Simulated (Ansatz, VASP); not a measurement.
Two plane-wave programs on NaGeBr3

Contents of INCAR:

```
ALGO     = Normal         # electronic algorithm
EDIFF    = 1E-6           # SCF threshold, eV
ENCUT    = 520            # plane-wave cutoff, eV
GGA      = PE             # functional
ISIF     = 2              # what is computed and relaxed
ISMEAR   = -1             # smearing method
LASPH    = T              # aspherical terms in the spheres
LCHARG   = T              # write CHGCAR
LELF     = T              # ELF
LREAL    = F              # projectors in reciprocal space
LVHAR    = T            
LWAVE    = F              # write WAVECAR
NBANDS   = 29             # bands
NELM     = 60             # most SCF steps
PREC     = Accurate       # precision mode
SIGMA    = 0.02           # smearing width, eV
```

Contents of KPOINTS:

```
k-points
0
Gamma
  6 6 6
```

Contents of POSCAR:

```
NaGeBr3
1.0
    5.4732132055      0.0000000000      0.0000000000
    0.0000000000      5.4732132055      0.0000000000
    0.0000000000      0.0000000000      5.4732132055
Na Ge Br
1 1 3
Direct
    0.0000000000      0.0000000000      0.0000000000
    0.5000000000      0.5000000000      0.5000000000
    0.5000000000      0.5000000000      0.0000000000
    0.5000000000      0.0000000000      0.5000000000
    0.0000000000      0.5000000000      0.5000000000
```

Input for Ansatz:

```yaml
crystal:
  lattice:
    - [5.4732132055, 0.0, 0.0]
    - [0.0, 5.4732132055, 0.0]
    - [0.0, 0.0, 5.4732132055]
  atoms:
    - { symbol: Na, position: [0.0, 0.0, 0.0] }
    - { symbol: Ge, position: [0.5, 0.5, 0.5] }
    - { symbol: Br, position: [0.5, 0.5, 0.0] }
    - { symbol: Br, position: [0.5, 0.0, 0.5] }
    - { symbol: Br, position: [0.0, 0.5, 0.5] }
kpoints:
  mp_grid: { grid: [6, 6, 6] }
  band_path:
    path: [[0.0, 0.0, 0.0], [0.0, 0.5, 0.0], [0.5, 0.5, 0.0], [0.5, 0.5, 0.5]]
    npoints: 1
hamiltonian:
  xc: pbe
scf:
  occupations: { method: fermi_dirac, width: 0.02 }
  n_extra_bands: 5
output:
  forces: true
  stress: true
  eigenvalues: true
  write_density: true
  write_potential: true
  elf: true
  volumetric_format: npy
```

The cell was built by a generator and needn't be a form met in nature.

Alike in both runs: task single point; functional PBE; k mesh 6 × 6 × 6; occupations fermi-dirac, width 0.02 eV; no spin polarisation.

|  | VASP | Ansatz |
| --- | --- | --- |
| version | VASP 6.6.1 | Ansatz 0.2.0 |
| potentials or method | VASP PAW PBE potentials, release 64 (Na_pv, Ge_d, Br) | plane waves, PAW |
| plane-wave cutoff (eV) | 520 | 420 |
| valence electrons in the cell | 42 | 44 |

```csv
,VASP,Ansatz,Ansatz less VASP
pressure (GPa),0.4,0.4,-0.01
```

The two sets of potentials don't hold the same shells in valence.
